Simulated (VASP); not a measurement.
These are PBE GGA, VASP's PBE PAW potentials (set 64) (plane waves; VASP) values and carry that method's errors.

The input files of a VASP run:

**INCAR**
```
ALGO  =  Normal
EDIFF  =  1E-6
EDIFFG  =  -0.01
ENCUT  =  480
GGA  =  PE
IBRION  =  2
ISIF  =  3
ISMEAR  =  0
LASPH  =  .TRUE.
LCHARG  =  .FALSE.
LREAL  =  .FALSE.
LWAVE  =  .FALSE.
NELM  =  100
NSW  =  60
PREC  =  Accurate
SIGMA  =  0.05
SYSTEM  =  Al2O3
```

### KPOINTS
```
Automatic mesh
0
Gamma
6 6 6
0 0 0
```

### POSCAR
```
Al2O3
1.0
  4.5428000000  -2.3800000000   0.0000000000
  4.5428000000   2.3800000000   0.0000000000
  3.2959040000   0.0000000000   3.9291790000
Al O
4 6
Cartesian
 10.5490414080   0.0000000000   3.3476605080
  4.3582894080  -0.0000000000   1.3830710080
  1.8324625920   0.0000000000   0.5815184920
  8.0232145920  -0.0000000000   2.5461079920
  4.7433280000  -0.9234400000   2.9468842500
  5.1248781760   1.6517200000   1.7445554760
  7.6381760000   0.9234400000   0.9822947500
  6.7728301760   0.7282800000   3.7091449760
  7.2566258240  -1.6517200000   2.1846235240
  5.6086738240  -0.7282800000   0.2200340240
```

POTCAR, in this order: Al O (PBE.64 set). Program: vasp_std.

Output

File OSZICAR:
```
       N       E                     dE             d eps       ncg     rms          rms(c)
DAV:   1     0.244901086677E+03    0.24490E+03   -0.24799E+04  1920   0.143E+03
DAV:   2    -0.701045758070E+02   -0.31501E+03   -0.30526E+03  2522   0.307E+02
DAV:   3    -0.827085610092E+02   -0.12604E+02   -0.12573E+02  2298   0.690E+01
DAV:   4    -0.828145139295E+02   -0.10595E+00   -0.10584E+00  2298   0.717E+00
DAV:   5    -0.828159661369E+02   -0.14522E-02   -0.14520E-02  2232   0.836E-01    0.176E+01
DAV:   6    -0.747074308755E+02    0.81085E+01   -0.35251E+01  2196   0.330E+01    0.602E+00
DAV:   7    -0.747313547961E+02   -0.23924E-01   -0.67952E-01  2250   0.468E+00    0.322E+00
DAV:   8    -0.747501565015E+02   -0.18802E-01   -0.65789E-02  2226   0.222E+00    0.689E-01
DAV:   9    -0.747556423652E+02   -0.54859E-02   -0.14428E-02  2280   0.795E-01    0.307E-01
DAV:  10    -0.747562405730E+02   -0.59821E-03   -0.81148E-04  2250   0.191E-01    0.631E-02
DAV:  11    -0.747561977105E+02    0.42863E-04   -0.42995E-04  2280   0.121E-01    0.238E-02
DAV:  12    -0.747561987196E+02   -0.10091E-05   -0.30362E-05  2292   0.350E-02    0.441E-03
DAV:  13    -0.747561984917E+02    0.22784E-06   -0.27310E-06  1686   0.101E-02
   1 F= -.74756198E+02 E0= -.74756198E+02  d E =-.747562E+02
       N       E                     dE             d eps       ncg     rms          rms(c)
DAV:   1    -0.755295825250E+02   -0.77338E+00   -0.16776E+01  2238   0.293E+01    0.661E+00
DAV:   2    -0.747749914684E+02    0.75459E+00   -0.34684E+00  2148   0.110E+01    0.900E-01
DAV:   3    -0.747673366876E+02    0.76548E-02   -0.53757E-02  2208   0.143E+00    0.426E-01
DAV:   4    -0.747628375570E+02    0.44991E-02   -0.47701E-03  2196   0.482E-01    0.131E-01
DAV:   5    -0.747626436122E+02    0.19394E-03   -0.68514E-04  2256   0.154E-01    0.240E-02
DAV:   6    -0.747626344432E+02    0.91691E-05   -0.13821E-05  2208   0.243E-02    0.159E-03
DAV:   7    -0.747626348136E+02   -0.37045E-06   -0.21109E-07  1518   0.319E-03
   2 F= -.74762635E+02 E0= -.74762635E+02  d E =-.643632E-02
       N       E                     dE             d eps       ncg     rms          rms(c)
DAV:   1    -0.749895352306E+02   -0.22690E+00   -0.40239E+00  2220   0.146E+01    0.322E+00
DAV:   2    -0.748108322121E+02    0.17870E+00   -0.80192E-01  2154   0.525E+00    0.483E-01
DAV:   3    -0.748088986839E+02    0.19335E-02   -0.14473E-02  2204   0.731E-01    0.206E-01
DAV:   4    -0.748078475764E+02    0.10511E-02   -0.12490E-03  2166   0.249E-01    0.544E-02
DAV:   5    -0.748078228191E+02    0.24757E-04   -0.17088E-04  2238   0.776E-02    0.134E-02
DAV:   6    -0.748078296876E+02   -0.68684E-05   -0.25328E-06  1688   0.110E-02    0.769E-04
DAV:   7    -0.748078297040E+02   -0.16386E-07   -0.28666E-07  1434   0.327E-03
   3 F= -.74807830E+02 E0= -.74807830E+02  d E =-.516312E-01
       N       E                     dE             d eps       ncg     rms          rms(c)
DAV:   1    -0.748078958976E+02   -0.66210E-04   -0.17769E-03  2256   0.306E-01    0.678E-02
DAV:   2    -0.748078176128E+02    0.78285E-04   -0.35557E-04  2208   0.111E-01    0.998E-03
DAV:   3    -0.748078166460E+02    0.96680E-06   -0.60717E-06  1984   0.152E-02
   4 F= -.74807817E+02 E0= -.74807817E+02  d E =-.516182E-01
       N       E                     dE             d eps       ncg     rms          rms(c)
DAV:   1    -0.748079516636E+02   -0.13405E-03   -0.82126E-03  2076   0.646E-01    0.466E-02
DAV:   2    -0.748079267954E+02    0.24868E-04   -0.71604E-05  2286   0.574E-02    0.260E-02
DAV:   3    -0.748079147278E+02    0.12068E-04   -0.14229E-05  2286   0.278E-02    0.446E-03
DAV:   4    -0.748079145188E+02    0.20895E-06   -0.17329E-06  1474   0.906E-03
   5 F= -.74807915E+02 E0= -.74807915E+02  d E =-.978728E-04
```

OUTCAR:
```
------------------------ aborting loop because EDIFF is reached ----------------------------------------
  FORCE on cell =-STRESS in cart. coord.  units (eV):
  Direction    XX          YY          ZZ          XY          YZ          ZX
  --------------------------------------------------------------------------------------
  Total        0.0306757      0.0750847      0.0706124      0.0000000     -0.0000000     -0.0140929
  in kB        0.5629162      1.3778464      1.2957776      0.0000000     -0.0000000     -0.2586120
  external PRESSURE =       1.0788467 kB  Pullay stress =       0.0000000 kB
  volume of cell :       87.31
      direct lattice vectors                 reciprocal lattice vectors
     4.584352658 -2.401669802  0.000060504     0.109067860 -0.208188486 -0.091492986
     4.584352658  2.401669802  0.000060504     0.109067860  0.208188486 -0.091492986
     3.326103723  0.000000000  3.965014511    -0.000003329 -0.000000000  0.252208679
 POSITION                                       TOTAL-FORCE (eV/Angst)
 -----------------------------------------------------------------------------------
     10.64723      0.00000      3.37882         0.004719      0.000000      0.001498
      4.39982      0.00000      1.39625         0.004719      0.000000      0.001498
      1.84758      0.00000      0.58632        -0.004719      0.000000     -0.001498
      8.09499      0.00000      2.56888        -0.004719      0.000000     -0.001498
      4.78675     -0.93084      2.97379         0.000000     -0.000296     -0.000000
      5.17204      1.66626      1.75969        -0.000077      0.000148      0.000244
      7.70805      0.93084      0.99134         0.000000      0.000296     -0.000000
      6.83509      0.73541      3.74219        -0.000077     -0.000148      0.000244
      7.32277     -1.66626      2.20545         0.000077     -0.000148     -0.000244
      5.65972     -0.73541      0.22294         0.000077      0.000148     -0.000244
 -----------------------------------------------------------------------------------
    total drift:                                0.000000      0.000000      0.000000
  FREE ENERGIE OF THE ION-ELECTRON SYSTEM (eV)
  ---------------------------------------------------
  free  energy   TOTEN  =       -74.8079145188 eV

  energy  without entropy=      -74.8079145188  energy(sigma->0) =      -74.80791452

 reached required accuracy - stopping structural energy minimisation
```
(Selected blocks of OUTCAR.)

CONTCAR:
```
Al2O3
   1.00000000000000
     4.5843526581551872   -2.4016698017178792    0.0000605038994846
     4.5843526581551872    2.4016698017178792    0.0000605038994846
     3.3261037232709376    0.0000000000000000    3.9650145106050814
  Al              O
     4     6
Direct
     0.8521320177584285    0.8521320177584285    0.8521320177584133
     0.3521320177584285    0.3521320177584285    0.3521320177584134
     0.1478679822415715    0.1478679822415715    0.1478679822415867
     0.6478679822415715    0.6478679822415715    0.6478679822415867
     0.4437906304600066    0.0562093695399935    0.7500000000000000
     0.0562093695395844    0.7499999999995910    0.4437906304608417
     0.5562093695399936    0.9437906304600064    0.2500000000000000
     0.2499999999995909    0.5562093695395843    0.9437906304608417
     0.9437906304604157    0.2500000000004091    0.5562093695391583
     0.7500000000004090    0.4437906304604156    0.0562093695391584
```

### OUTCAR
```
 val. band max:        5.8367663426   @ k =   0.0000   0.0000   0.0000

 cond. band min:      11.7261783319   @ k =   0.0000   0.0000   0.0000


 Fermi energy:         6.0547297565

 k-point     1 :       0.0000    0.0000    0.0000
  band No.  band energies     occupation
      1     -13.2003      2.00000
      2     -10.9679      2.00000
      3     -10.7027      2.00000
      4     -10.7027      2.00000
      5     -10.3951      2.00000
      6     -10.3951      2.00000
      7      -0.9292      2.00000
      8       0.0360      2.00000
      9       0.4315      2.00000
     10       0.4315      2.00000
     11       1.5249      2.00000
     12       1.6563      2.00000
     13       1.6563      2.00000
     14       2.6397      2.00000
     15       2.9305      2.00000
     16       4.4572      2.00000
     17       4.4572      2.00000
     18       4.5967      2.00000
     19       4.5967      2.00000
     20       5.3742      2.00000
     21       5.3742      2.00000
     22       5.8038      2.00000
     23       5.8038      2.00000
     24       5.8368      2.00000
     25      11.7262      0.00000
     26      14.7660      0.00000
     27      16.2439      0.00000
     28      17.1331      0.00000
     29      17.1331      0.00000
     30      17.3019      0.00000

 k-point     2 :       0.1667    0.0000    0.0000
  band No.  band energies     occupation
      1     -13.0620      2.00000
      2     -11.0370      2.00000
      3     -10.7786      2.00000
      4     -10.7283      2.00000
      5     -10.4601      2.00000
      6     -10.4049      2.00000
      7      -0.7803      2.00000
      8      -0.1928      2.00000
      9       0.2485      2.00000
     10       1.0002      2.00000
     11       1.0295      2.00000
     12       1.5943      2.00000
     13       2.4961      2.00000
     14       3.1699      2.00000
     15       3.2116      2.00000
     16       3.9838      2.00000
     17       4.3527      2.00000
     18       4.4911      2.00000
...
```

Energy and stress use the plane-wave basis of the starting cell.

The compound is Al2O3 in the corundum structure. This run relaxes it. Symmetry was kept, so distortions that lower it aren't found.
